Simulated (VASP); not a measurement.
# PtF2 (R-3m) in VASP: single point with PBE+U

Aim: the single point of PtF2 with PBE+U.

Everything below comes from runs of VASP 6.6.1. Logs are shortened: lines on timing, memory, paths and dates and some standing lists are left out, and cuts for length are marked.

## 1. The crystal as given

It takes space group R-3m (No. 166, trigonal). Conventional cell: a = 3.130 Å, b = 3.130 Å, c = 14.193 Å, α = 90.00°, β = 90.00°, γ = 120.00°. Around Pt (site symmetry -3m) lie 6 F at 2.14 Å. Around F (site symmetry 3m) lie 3 Pt at 2.14 Å.

The cell was built by a generator and needn't be a form met in nature.

## 2. Single point, PBE+U

INCAR reads:

```
SYSTEM = PtF2
  PREC = Accurate
  ENCUT = 520
  EDIFF = 1E-6
  ISMEAR = 0
  SIGMA = 0.05
  LREAL = .FALSE.
  LASPH = .TRUE.
  NELM = 60
  ALGO = Normal
  ISIF = 2
  LWAVE = .FALSE.
  LCHARG = .FALSE.
  LMAXMIX = 4
  LDAU = .TRUE.
  LDAUTYPE = 2
  LDAUL = 2 -1
  LDAUU = 6 0
  LDAUJ = 0 0
  LDAUPRINT = 1
  GGA = PE
  NBANDS = 19
```

KPOINTS reads:

```
regular mesh
0
G
  7 7 7
  0 0 0
```

POSCAR reads:

```
PtF2
1.0
    1.5647742300      0.9034228200      4.7309018300
   -1.5647742300      0.9034228200      4.7309018300
    0.0000000000     -1.8068456500      4.7309018300
Pt F
1 2
Direct
    0.0000000000      0.0000000000      0.0000000000
    0.2520000000      0.2520000000      0.2520000000
    0.7480000000      0.7480000000      0.7480000000
```

Potentials or basis: VASP PAW PBE potentials, release 64 (Pt, F).

Command:

```
$ cat potpaw_PBE.64/Pt/POTCAR potpaw_PBE.64/F/POTCAR > POTCAR
$ mpirun -np 1 vasp_std > vasp.out
```

OUTCAR:

```text
SYSTEM = PtF2
   PREC = Accurate
   ENCUT = 520
   EDIFF = 1E-6
   ISMEAR = 0
   LREAL = .FALSE.
   LASPH = .TRUE.
   NELM = 60
   ISIF = 2
   GGA = PE

 ion  position               nearest neighbor table
   1  0.000  0.000  0.000-   3 2.14   3 2.14   2 2.14   2 2.14   3 2.14   2 2.14
   2  0.252  0.252  0.252-   1 2.14   1 2.14   1 2.14
   3  0.748  0.748  0.748-   1 2.14   1 2.14   1 2.14

  LATTYP: Found a trigonal (rhomboedric) cell.
 ALAT       =     5.0642001647
 COS(alpha) =     0.8090535273

  Lattice vectors:

 A1 = (   1.5647742300,   0.9034228200,   4.7309018300)
 A2 = (  -1.5647742300,   0.9034228200,   4.7309018300)
 A3 = (   0.0000000000,  -1.8068456500,   4.7309018300)

Analysis of symmetry for initial positions (statically):
=====================================================================
 Subroutine PRICEL returns:
 Original cell was already a primitive cell.

 Routine SETGRP: Setting up the symmetry group for a
 trigonal (rhombohedral) supercell.

 Subroutine GETGRP returns: Found 12 space group operations
 (whereof 12 operations were pure point group operations)
 out of a pool of 12 trial point group operations.

The static configuration has the point symmetry D_3d.

Analysis of symmetry for dynamics (positions and initial velocities):
=====================================================================
 Subroutine PRICEL returns:
 Original cell was already a primitive cell.

 Routine SETGRP: Setting up the symmetry group for a
 trigonal (rhombohedral) supercell.

 Subroutine GETGRP returns: Found 12 space group operations
 (whereof 12 operations were pure point group operations)
 out of a pool of 12 trial point group operations.

The dynamic configuration has the point symmetry D_3d.

 Subroutine INISYM returns: Found 12 space group operations
 (whereof 12 operations are pure point group operations),
 and found     1 'primitive' translations

----------------------------------------------------------------------------------------

                                     Primitive cell

  volume of cell :      40.1271

  direct lattice vectors                    reciprocal lattice vectors
     1.564774230  0.903422820  4.730901830     0.319534915  0.184483569  0.070458730
    -1.564774230  0.903422820  4.730901830    -0.319534915  0.184483569  0.070458730
     0.000000000 -1.806845650  4.730901830     0.000000000 -0.368967138  0.070458729

  length of vectors
     5.064200165  5.064200165  5.064200167     0.375634372  0.375634372  0.375634372

  position of ions in fractional coordinates (direct lattice)
     0.000000000  0.000000000  0.000000000
     0.252000000  0.252000000  0.252000000
     0.748000000  0.748000000  0.748000000

  ion indices of the primitive-cell ions
   primitive index   ion index
                 1           1
                 2           2
                 3           3

----------------------------------------------------------------------------------------

 KPOINTS: regular mesh

Automatic generation of k-mesh.
 Grid dimensions read from file:
 generate k-points for:    7    7    7

 Generating k-lattice:

  Cartesian coordinates                     Fractional coordinates (reciprocal lattice)
     0.045647845  0.026354796  0.010065533     0.142857143  0.000000000  0.000000000
    -0.045647845  0.026354796  0.010065533     0.000000000  0.142857143  0.000000000
     0.000000000 -0.052709591  0.010065533    -0.000000000 -0.000000000  0.142857143
[... 53 lines left out ...]
   LSORBIT =      F    spin-orbit coupling
   LASPH  =      T    aspherical Exc in radial PAW
   ENCUT  =  520.0 eV  38.22 Ry    6.18 a.u.   9.42  9.42  9.42*2*pi/ulx,y,z
   NELM   =     60;   NELMIN=  2; NELMDL= -5     # of ELM steps
   EDIFF  = 0.1E-05   stopping-criterion for ELM
   LREAL  =      F    real-space projection
   EDIFFG = 0.1E-04   stopping-criterion for IOM
   NSW    =      0    number of steps for IOM
   IBRION =     -1    ionic relax: 0-MD 1-quasi-New 2-CG
   NFREE  =      0    steps in history (QN), initial steepest desc. (CG)
   ISIF   =      2    stress and relaxation
   ISYM   =      2    0-nonsym 1-usesym 2-fastsym
   POTIM  = 0.5000    time-step for ionic-motion
   TEBEG  =    0.0;   TEEND  =   0.0 temperature during run
   PSTRESS=    0.0 pullay stress
   NELECT =      24.0000    total number of electrons
   NUPDOWN=      -1.0000    fix difference up-down
   EMIN   =  10.00;   EMAX   =-10.00  energy-range for DOS
   EFERMI =   0.00;   METHOD = LEGACY
   ISMEAR =     0;   SIGMA  =   0.05  broadening in eV -4-tet -1-fermi 0-gaus
   EFERMI_NEDOS =   21; number of points for ismear=-14 and -15
   IALGO  =     38    algorithm
   IMIX   =      4    mixing-type and parameters
     AMIX     =   0.40;   BMIX     =  1.00
     AMIX_MAG =   1.60;   BMIX_MAG =  1.00
  volume/ion in A,a.u.               =      13.38        90.26
  Fermi-wavevector in a.u.,A,eV,Ry     =   1.379323  2.606542 25.885513  1.902532
  Thomas-Fermi vector in A             =   2.504303
   LORBIT       =      0    0 simple, 1 ext, 2 COOP (PROOUT), +10 PAW based schemes
 LDA+U is selected, type is set to LDAUTYPE =  2
   angular momentum for each species LDAUL =     2   -1
   U (eV)           for each species LDAUU =   6.0  0.0
   J (eV)           for each species LDAUJ =   0.0  0.0
   GGA     = PE    functional components
   LHFCALC =     F    Hartree Fock is set to
   AEXX    =    0.0000 exact exchange contribution
   IVDW    =     0    specifies the selected vdW correction
   LEPSILON=     F    determine dielectric tensor
   LRPA    =     F    only Hartree local field effects (RPA)
 non-spin polarized calculation
 Gauss-broadening in eV      SIGMA  =   0.05
  energy-cutoff  :      520.00
  volume of cell :       40.13
 maximum number of plane-waves:      1097
 NGX is ok and might be reduce to    40
   NGX = 19   NGY = 19   NGZ = 19

 number of electron      23.9999996 magnetization

 Free energy of the ion-electron system (eV)
  ---------------------------------------------------
  ext. energy  EPLUGINS =         0.00000000
  ---------------------------------------------------
  free energy    TOTEN  =        -6.91802131 eV

  energy without entropy =       -6.90939457  energy(sigma->0) =       -6.91370794

atom =   1  type =  1  l = 2

 onsite density matrix

spin component  1

  0.8959 -0.0000 -0.0000 -0.1400 -0.0000
 -0.0000  0.7603 -0.0000 -0.0000 -0.1400
 -0.0000 -0.0000  0.9842 -0.0000  0.0000
 -0.1400 -0.0000 -0.0000  0.7603  0.0000
 -0.0000 -0.1400  0.0000  0.0000  0.8959

spin component  2

  0.8959 -0.0000 -0.0000 -0.1400 -0.0000
 -0.0000  0.7603 -0.0000 -0.0000 -0.1400
 -0.0000 -0.0000  0.9842 -0.0000  0.0000
 -0.1400 -0.0000 -0.0000  0.7603  0.0000
 -0.0000 -0.1400  0.0000  0.0000  0.8959

 occupancies and eigenvectors

  o =  0.6725  v =  0.5311  0.0000  0.0000  0.8473  0.0000  0.0000  0.0000  0.0000  0.0000  0.0000      0.0000  0.0000  0.0000  0.0000  0.0000  0.0000  0.0000  0.0000  0.0000  0.0000
  o =  0.6725  v =  0.0000  0.0000  0.0000  0.0000  0.0000  0.5311  0.0000  0.0000  0.8473  0.0000      0.0000  0.0000  0.0000  0.0000  0.0000  0.0000  0.0000  0.0000  0.0000  0.0000
  o =  0.6725  v =  0.0000  0.8473  0.0000 -0.0000  0.5311  0.0000  0.0000  0.0000  0.0000  0.0000      0.0000  0.0000  0.0000  0.0000  0.0000  0.0000  0.0000  0.0000  0.0000  0.0000
  o =  0.6725  v =  0.0000  0.0000  0.0000  0.0000  0.0000  0.0000  0.8473  0.0000 -0.0000  0.5311      0.0000  0.0000  0.0000  0.0000  0.0000  0.0000  0.0000  0.0000  0.0000  0.0000
  o =  0.9837  v =  0.0000  0.5311  0.0000 -0.0000 -0.8473  0.0000  0.0000  0.0000  0.0000  0.0000      0.0000  0.0000  0.0000  0.0000  0.0000  0.0000  0.0000  0.0000  0.0000  0.0000
  o =  0.9837  v =  0.0000  0.0000  0.0000  0.0000  0.0000  0.0000  0.5311  0.0000 -0.0000 -0.8473      0.0000  0.0000  0.0000  0.0000  0.0000  0.0000  0.0000  0.0000  0.0000  0.0000
  o =  0.9837  v = -0.8473  0.0000  0.0000  0.5311  0.0000  0.0000  0.0000  0.0000  0.0000  0.0000      0.0000  0.0000  0.0000  0.0000  0.0000  0.0000  0.0000  0.0000  0.0000  0.0000
  o =  0.9837  v =  0.0000  0.0000  0.0000  0.0000  0.0000 -0.8473  0.0000  0.0000  0.5311  0.0000      0.0000  0.0000  0.0000  0.0000  0.0000  0.0000  0.0000  0.0000  0.0000  0.0000
  o =  0.9842  v =  0.0000  0.0000  0.0000  0.0000  0.0000  0.0000 -0.0000  1.0000 -0.0000  0.0000      0.0000  0.0000  0.0000  0.0000  0.0000  0.0000  0.0000  0.0000  0.0000  0.0000
  o =  0.9842  v =  0.0000 -0.0000  1.0000 -0.0000  0.0000  0.0000  0.0000  0.0000  0.0000  0.0000      0.0000  0.0000  0.0000  0.0000  0.0000  0.0000  0.0000  0.0000  0.0000  0.0000

 number of electron      23.9999996 magnetization

 Free energy of the ion-electron system (eV)
  ---------------------------------------------------
  ext. energy  EPLUGINS =         0.00000000
  ---------------------------------------------------
  free energy    TOTEN  =        -6.78799461 eV

  energy without entropy =       -6.78209669  energy(sigma->0) =       -6.78504565

 E-fermi :   3.9717     XC(G=0): -10.3347

 val. band max:        3.9629211340   @ k =  -0.1429   0.4286   0.1429
 cond. band min:       3.9830086517   @ k =  -0.1429   0.4286   0.1429
 fundamental gap:      0.0200875177
 Fermi energy:         3.9717064254

 k-point     1 :       0.0000    0.0000    0.0000
  band No.  band energies     occupation
      1     -20.9963      2.00000
      2     -20.3725      2.00000
      3      -4.8528      2.00000
      4      -3.9189      2.00000
      5      -3.9189      2.00000
      6      -1.4057      2.00000
[... 505 lines left out ...]
      6      -2.7465      2.00000
[... 11 lines left out ...]
     18      18.3913      0.00000
     19      21.3313      0.00000

 [... further k-points ...]

------------------------ aborting loop because EDIFF is reached ----------------------------------------

  FORCE on cell =-STRESS in cart. coord.  units (eV):
  Direction    XX          YY          ZZ          XY          YZ          ZX
  --------------------------------------------------------------------------------------
  -------------------------------------------------------------------------------------
  Total        5.8102894      5.8102894      1.4920822      0.0000000     -0.0000000     -0.0000000
  in kB      231.9906156    231.9906158     59.5751842      0.0000000     -0.0000000     -0.0000000
  external PRESSURE =     174.5188052 kB  Pullay stress =       0.0000000 kB

 VOLUME and BASIS-vectors are now :
 -----------------------------------------------------------------------------
  energy-cutoff  :      520.00
  volume of cell :       40.13
      direct lattice vectors                 reciprocal lattice vectors
     1.564774230  0.903422820  4.730901830     0.319534915  0.184483569  0.070458730
    -1.564774230  0.903422820  4.730901830    -0.319534915  0.184483569  0.070458730
     0.000000000 -1.806845650  4.730901830     0.000000000 -0.368967138  0.070458729

 POSITION                                       TOTAL-FORCE (eV/Angst)
 -----------------------------------------------------------------------------------
      0.00000      0.00000      0.00000         0.000000      0.000000      0.000000
      0.00000     -0.00000      3.57656         0.000000      0.000000     -0.525071
      0.00000     -0.00000     10.61614         0.000000     -0.000000      0.525071
 -----------------------------------------------------------------------------------
    total drift:                               -0.000000      0.000000     -0.000000

  FREE ENERGIE OF THE ION-ELECTRON SYSTEM (eV)
  ---------------------------------------------------
  free  energy   TOTEN  =        -6.7879946146 eV

  energy  without entropy=       -6.7820966946  energy(sigma->0) =       -6.78504565
```

It took 84 s on 1 thread of AMD EPYC 7R43 (Zen 3), shared host; peak memory 0.2 GiB.

What came out:

```yaml
Free_energy: -6.7880 eV
Pressure: 17.5 GPa
Largest_force: 0.525 eV/Å
Band_gap_on_the_k_mesh: none (metal or under the smearing width)
```

Forces on the atoms (eV/Å):
```
Pt   0.000  0.000  0.000
F    0.000  0.000 -0.525
F    0.000  0.000  0.525
```

Levels at points of the mesh, in eV from the Fermi level:
```csv
k point,band 9,band 10,band 11,band 12,band 13,band 14,band 15,band 16
"(0.00, 0.00, 0.00)",-4.37,-4.37,-3.21,0.05,0.05,0.60,7.20,10.58
```

Eigenvalues of the final occupation matrices:
```tsv
site	spin	trace	eigenvalues
site 1 d	1	4.30	0.67 0.67 0.98 0.98 0.98
site 1 d	2	4.30	0.67 0.67 0.98 0.98 0.98
```

Caveat: U without spin polarisation on a metal has little footing. The run has no spin-orbit coupling, so splittings on Pt are missing.
